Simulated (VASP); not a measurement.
Method: AM05 GGA, VASP's PBE PAW potentials (set 64) (plane waves; VASP).

VASP ran on this input.

File POSCAR:
```
ZnO
1.0
  1.6370896510  -2.8355228909   0.0000000000
  1.6370896510   2.8355228909   0.0000000000
  0.0000000000   0.0000000000   5.2867337963
Zn O
2 2
Direct
  0.6666670000   0.3333330000   0.5016369934
  0.3333330000   0.6666670000   0.0016369934
  0.6666670000   0.3333330000   0.8803630066
  0.3333330000   0.6666670000   0.3803630066
```

### INCAR
```
! general
SYSTEM   =  ZnO
PREC     =  Accurate
ENCUT    =  520
LREAL    =  .False.
LASPH    =  .True.

! electronic loop
EDIFF    =  1E-7
NELM     =  100
ALGO     =  Normal
LMAXMIX  =  4

! smearing
ISMEAR   =  0
SIGMA    =  0.05

! functional
GGA      =  AM

! ions
IBRION   =  2
NSW      =  30
ISIF     =  4
EDIFFG   =  -0.01

! output
LWAVE    =  .False.
LCHARG   =  .False.
```

File KPOINTS:
```
Regular mesh
0
G
 8 8 4
0 0 0
```

POTCAR, in this order: Zn O (PBE.64 set). Program: vasp_std.

The run wrote:

File OSZICAR:
```
       N       E                     dE             d eps       ncg     rms          rms(c)
DAV:   1     0.286132345000E+03    0.28613E+03   -0.18934E+04  1328   0.237E+03
DAV:   2     0.952520902960E+01   -0.27661E+03   -0.26628E+03  1410   0.440E+02
DAV:   3    -0.207656118294E+02   -0.30291E+02   -0.30061E+02  1584   0.153E+02
DAV:   4    -0.213521434760E+02   -0.58653E+00   -0.58599E+00  1434   0.229E+01
DAV:   5    -0.213569082931E+02   -0.47648E-02   -0.47646E-02  1560   0.196E+00    0.139E+01
DAV:   6    -0.184973664423E+02    0.28595E+01   -0.10285E+01  2400   0.713E+01    0.884E+00
DAV:   7    -0.186218776771E+02   -0.12451E+00   -0.22441E+00  1440   0.181E+01    0.523E+00
DAV:   8    -0.186385129514E+02   -0.16635E-01   -0.74058E-01  1928   0.842E+00    0.170E+00
DAV:   9    -0.185822831516E+02    0.56230E-01   -0.15774E-01  2070   0.729E+00    0.354E-01
DAV:  10    -0.185852640496E+02   -0.29809E-02   -0.53274E-02  1338   0.172E+00    0.158E-01
DAV:  11    -0.185852505317E+02    0.13518E-04   -0.18410E-03  1806   0.650E-01    0.453E-02
DAV:  12    -0.185853127153E+02   -0.62184E-04   -0.20487E-04  1862   0.325E-01    0.373E-02
DAV:  13    -0.185853074220E+02    0.52933E-05   -0.55769E-05  1636   0.155E-01    0.135E-02
DAV:  14    -0.185853096444E+02   -0.22224E-05   -0.23906E-05  1470   0.499E-02    0.513E-03
DAV:  15    -0.185853093490E+02    0.29535E-06   -0.20248E-06  1672   0.138E-02    0.181E-03
DAV:  16    -0.185853093160E+02    0.33016E-07   -0.12722E-07   986   0.442E-03
   1 F= -.18585309E+02 E0= -.18585309E+02  d E =-.185853E+02
```

File OUTCAR:
```
------------------------ aborting loop because EDIFF is reached ----------------------------------------
  FORCE on cell =-STRESS in cart. coord.  units (eV):
  Direction    XX          YY          ZZ          XY          YZ          ZX
  --------------------------------------------------------------------------------------
  Total       -1.1629978     -1.1629982     -1.1480398      0.0000000      0.0000000      0.0000000
  in kB      -37.9635154    -37.9635271    -37.4752448      0.0000000      0.0000000      0.0000000
  external PRESSURE =     -37.8007624 kB  Pullay stress =       0.0000000 kB
  volume of cell :       49.08
      direct lattice vectors                 reciprocal lattice vectors
     1.637089651 -2.835522891  0.000000000     0.305420048 -0.176334320  0.000000000
     1.637089651  2.835522891  0.000000000     0.305420048  0.176334320  0.000000000
     0.000000000  0.000000000  5.286733796     0.000000000  0.000000000  0.189152705
  FREE ENERGIE OF THE ION-ELECTRON SYSTEM (eV)
  ---------------------------------------------------
  free  energy   TOTEN  =       -18.5853093160 eV

  energy  without entropy=      -18.5853093160  energy(sigma->0) =      -18.58530932

 reached required accuracy - stopping structural energy minimisation
```
(Selected blocks of OUTCAR.)

The compound is ZnO in the wurtzite structure. This cell is one point of a volume scan, at 1.03 of the reference volume.
